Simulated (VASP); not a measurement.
# WSe2: input slips in a relaxation and what they do, part 2 of 2

Some relaxations of WSe2 get a fault in the input on purpose. Which of them show, and how? The starting structure is a measured crystal structure from the Crystallography Open Database. The first relaxation on each setting starts from this cell expanded by 3 % in volume.

VASP 6.6.1.

Results so far: reference 20.38 Å³ an atom; the cell held fixed (ISIF = 2) 20.87 Å³ an atom.

The database entry behind the starting cell differs from later determinations by our own check (a about 0.2 % long), so it need not match the best structure at ambient conditions.

## 5. Relaxation with a cutoff far too low

Level of this step: PBEsol; plane waves and PAW (W, Se) (VASP).

A slip made on purpose: a cutoff far too low. Against step 2 the input has PREC = Normal and ENCUT = 120 (also changed: NELM).

File INCAR:

```
SYSTEM = WSe2
PREC = Normal
ENCUT = 120
EDIFF = 1E-06
NELM = 60
ISMEAR = 0
SIGMA = 0.03
LREAL = .FALSE.
ALGO = Normal
GGA = PS
NBANDS = 24
LORBIT = 11
LWAVE = .FALSE.
LCHARG = .FALSE.
KPAR = 4
IBRION = 2
NSW = 50
ISIF = 3
EDIFFG = -0.004
```

File POSCAR:

```
WSe2
1.0
    3.3225763760      0.0000000000      0.0000000000
   -1.6612881880      2.8774355477      0.0000000000
    0.0000000000      0.0000000000     13.0984241936
W Se
2 4
Direct
    0.6666666667      0.3333333333      0.7500000000
    0.3333333333      0.6666666667      0.2500000000
    0.6666666667      0.3333333333      0.3790000000
    0.3333333333      0.6666666667      0.8790000000
    0.6666666667      0.3333333333      0.1210000000
    0.3333333333      0.6666666667      0.6210000000
```

File KPOINTS:

```
Automatic mesh
0
Gamma
8 8 2
0 0 0
```

Potentials, in the order of the species: W and Se (PBE family, release 64).

Run with:

```console
$ mpirun -np 4 vasp_std
```

Output:

```text
[... set-up lines as in an earlier step ...]
 entering main loop
       N       E                     dE             d eps       ncg     rms          rms(c)
DAV:   1     0.384034517265E+02    0.38403E+02   -0.65495E+03  1008   0.394E+02
DAV:   2    -0.513457809050E+02   -0.89749E+02   -0.87391E+02  1312   0.122E+02
DAV:   3    -0.547146154787E+02   -0.33688E+01   -0.33554E+01  1272   0.264E+01
DAV:   4    -0.547571467668E+02   -0.42531E-01   -0.42504E-01  1248   0.275E+00
[...]
DAV:  14    -0.502926737532E+02    0.65311E-05   -0.19129E-06   960   0.658E-03    0.272E-03
DAV:  15    -0.502926717796E+02    0.19737E-05   -0.43486E-07   696   0.254E-03    0.234E-03
DAV:  16    -0.502926714331E+02    0.34649E-06   -0.83486E-08   616   0.136E-03
   1 F= -.50292671E+02 E0= -.50292671E+02  d E =-.502927E+02
[... from here on, the cycles between the ionic steps are left out ...]
   2 F= 0.36644981E+02 E0= 0.36645780E+02  d E =0.869377E+02
   3 F= -.53132368E+02 E0= -.53132368E+02  d E =-.283970E+01
   4 F= -.53356032E+02 E0= -.53356032E+02  d E =-.306336E+01
   5 F= -.53442725E+02 E0= -.53442725E+02  d E =-.315005E+01
   6 F= -.54265805E+02 E0= -.54265805E+02  d E =-.823081E+00
   7 F= -.54265805E+02 E0= -.54265805E+02  d E =-.823080E+00
   8 F= -.54544667E+02 E0= -.54544667E+02  d E =-.278863E+00
   9 F= -.54544680E+02 E0= -.54544680E+02  d E =-.278875E+00
  10 F= -.54440361E+02 E0= -.54440361E+02  d E =0.104318E+00
  11 F= -.54555561E+02 E0= -.54555561E+02  d E =-.108815E-01
  12 F= -.54555563E+02 E0= -.54555563E+02  d E =-.108830E-01
  13 F= -.54555624E+02 E0= -.54555624E+02  d E =-.613736E-04
  14 F= -.54555628E+02 E0= -.54555628E+02  d E =-.648597E-04
  15 F= -.54555629E+02 E0= -.54555629E+02  d E =-.659796E-04
  16 F= -.54555631E+02 E0= -.54555631E+02  d E =-.678377E-04
  17 F= -.54555631E+02 E0= -.54555631E+02  d E =-.681919E-04
  18 F= -.54555624E+02 E0= -.54555624E+02  d E =0.691554E-05
  19 F= -.54555631E+02 E0= -.54555631E+02  d E =-.481859E-07
[...]
reached required accuracy - stopping structural energy minimisation
```

Wall time 13 s (4 MPI ranks of Intel Xeon Platinum 8375C at 2.90GHz (Ice Lake), shared host); peak memory 0.47 GiB.

From OUTCAR (step 5):

```text
  Total       -0.0041702     -0.0041702      0.0036209      0.0000000     -0.0000000      0.0000000
  in kB       -0.0693496     -0.0693496      0.0602145      0.0000000     -0.0000000      0.0000000
  external PRESSURE =      -0.0261616 kB  Pullay stress =       0.0000000 kB

 POSITION                                       TOTAL-FORCE (eV/Angst)
 -----------------------------------------------------------------------------------
      1.53194      0.88447      8.88807        -0.000000     -0.000000     -0.000000
     -0.00000      1.76893      2.96269        -0.000000      0.000000     -0.000000
      1.53194      0.88447      4.67173         0.000000      0.000000      0.000546
     -0.00000      1.76893     10.59711        -0.000000      0.000000      0.000546
      1.53194      0.88447      1.25365         0.000000     -0.000000     -0.000546
     -0.00000      1.76893      7.17903        -0.000000     -0.000000     -0.000546
 -----------------------------------------------------------------------------------
    total drift:                               -0.000000      0.000000     -0.000000

  FREE ENERGIE OF THE ION-ELECTRON SYSTEM (eV)
  ---------------------------------------------------
  free  energy   TOTEN  =       -54.5556311509 eV

  energy  without entropy=      -54.5556311509  energy(sigma->0) =      -54.55563115

[... 2 parts as in an earlier step ...]

[... 2 further parts left out ...]
[key lines of the parts left out:]
E-fermi :   8.3561
```

With a cutoff far too low the cell ends at 16.057 Å³ an atom, -21.20 % from the reference.

## 6. Relaxation with too few ionic steps

A slip made on purpose: too few ionic steps. Against step 2 the input has NSW = 2 (also changed: NELM).

INCAR: that of step 5 with these lines changed.

```diff
@@ -1,4 +1,4 @@
 SYSTEM = WSe2
-PREC = Normal
-ENCUT = 120
+PREC = Accurate
+ENCUT = 450
 EDIFF = 1E-06
@@ -16,3 +16,3 @@
 IBRION = 2
-NSW = 50
+NSW = 2
 ISIF = 3
```

POSCAR is that of step 5.

KPOINTS is that of step 5.

Run with:

```console
$ mpirun -np 4 vasp_std
```

Output:

```text
[... set-up lines as in an earlier step ...]
 entering main loop
       N       E                     dE             d eps       ncg     rms          rms(c)
[... 14 cycles as in an earlier step ...]
   1 F= -.46576144E+02 E0= -.46576144E+02  d E =-.465761E+02
[...]
N       E                     dE             d eps       ncg     rms          rms(c)
[... 9 cycles as in an earlier step ...]
   2 F= -.46252808E+02 E0= -.46252808E+02  d E =0.323336E+00
 trial-energy change:    0.323336  1 .order    0.366782   -0.501768    1.235332
 step:   0.3216(harm=  0.2889)  dis= 0.00962  next Energy=   -46.658272 (dE=-0.821E-01)
```

It took 41 s on 4 MPI ranks; peak memory 1 GiB.

Parts of OUTCAR (step 6):

```text
  Total        8.6247932      8.6247932     12.8819893      0.0000000      0.0000000      0.0000000
  in kB      122.3494887    122.3494887    182.7411697      0.0000000      0.0000000      0.0000000
  external PRESSURE =     142.4800490 kB  Pullay stress =       0.0000000 kB

 POSITION                                       TOTAL-FORCE (eV/Angst)
 -----------------------------------------------------------------------------------
      1.60368      0.92588      9.50812        -0.000000     -0.000000     -0.000000
     -0.00000      1.85176      3.16937         0.000000      0.000000     -0.000000
      1.60368      0.92588      4.77582        -0.000000      0.000000      1.865226
     -0.00000      1.85176     11.11457        -0.000000     -0.000000      1.865226
      1.60368      0.92588      1.56293        -0.000000     -0.000000     -1.865226
     -0.00000      1.85176      7.90167         0.000000      0.000000     -1.865226
 -----------------------------------------------------------------------------------
    total drift:                               -0.000000      0.000000     -0.000000

  FREE ENERGIE OF THE ION-ELECTRON SYSTEM (eV)
  ---------------------------------------------------
  free  energy   TOTEN  =       -46.2528082608 eV

  energy  without entropy=      -46.2528082608  energy(sigma->0) =      -46.25280826

[... 1 part as in an earlier step ...]

[... 2 further parts left out ...]
[key lines of the parts left out:]
E-fermi :   6.2681
```

The relaxation used up its 2 ionic steps (NSW) before forces and stress met EDIFFG.

## 7. The runs compared

| run | ended | volume (Å³/atom) | change (%) | bulk modulus (GPa) | pressure left (GPa) | core minutes |
| --- | --- | --- | --- | --- | --- | --- |
| reference | converged | 20.377 | - | 24.4 | 0.0 | 18.3 |
| a functional's name that the tag doesn't take | stopped by VASP | - | - | - | - | 0.267 |
| the cell held fixed (ISIF = 2) | converged | 20.871 | 2.42 | - | -2.41 | 2.27 |
| a cutoff far too low | converged | 16.057 | -21.2 | - | 0.0 | 0.893 |
| too few ionic steps | not converged | - | - | - | - | 2.73 |

Core minutes are wall time times ranks, summed over the relaxations behind a row (those for a bulk modulus apart), on shared hosts.

## 8. Outcome

| Property | Result |
| --- | --- |
| volume of the reference | 20.38 Å³/atom |
| volume against the reference, the cell held fixed (ISIF = 2) | +2.42 % |
| volume against the reference, a cutoff far too low | -21.20 % |
| run with a functional's name that the tag doesn't take | stopped by VASP |
| run with too few ionic steps | not converged |

What this shows: VASP stopped by itself in the run with a functional's name that the tag doesn't take. The run with too few ionic steps didn't converge. Finished, but with signs in the output that stand out against the reference: the cell held fixed (ISIF = 2), with the volume kept at the input's, +2.4 % from the reference, a by +1.7 % and c by -0.9 % (signs: a stress of up to 3.6 GPa); a cutoff far too low, with the volume changed by -21.2 % (signs: -42.5 GPa at the first ionic step (reference: -5.4 GPa) and an energy that rises by up to 14.5 eV an atom on the way). Further runs on this material are not shown.

[Lines on the potential files, build, host, timing and source positions are cut from VASP's logs without a mark.]

[Logs are printed without paths, hosts, clocks, repeated set-up lines and the standing remarks that a program may print on its own settings, such as how far it seeks lower states.]

[Hosts, paths, dates, database ids (printed as entryN), source tags and the programs' standing remarks are cut or masked in the printed files.]
